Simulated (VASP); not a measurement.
Energy against volume of GaP (zinc blende). Computed with PBE0 hybrid, VASP's PBE PAW potentials (set 64) (plane waves; VASP 6.6.1). Run with 520 eV cut-off, 6×6×6 Γ-centred mesh, Gaussian smearing of 0.050 eV, potentials Ga_d P.

| V (Å³/atom) | E (eV/atom) |
|---|---|
| 18.986 | -5.80788 |
| 19.612 | -5.82789 |
| 20.238 | -5.83498 |
| 20.864 | -5.83116 |

Fit these four points and predict the energy of the run at 21.490 Å³/atom.

A cubic in V^(−2/3), the third-order Birch-Murnaghan form, passes through the four points with V0 = 20.32 Å³/atom and B0 = 89 GPa, and gives -5.8181 eV/atom there. The run gave -5.8180 eV/atom, +0.1 meV/atom from the fit; all five points give B0 = 89 GPa.

The compound is GaP in the zinc blende structure. It was relaxed first. The cell's shape comes from a PBE relaxation.
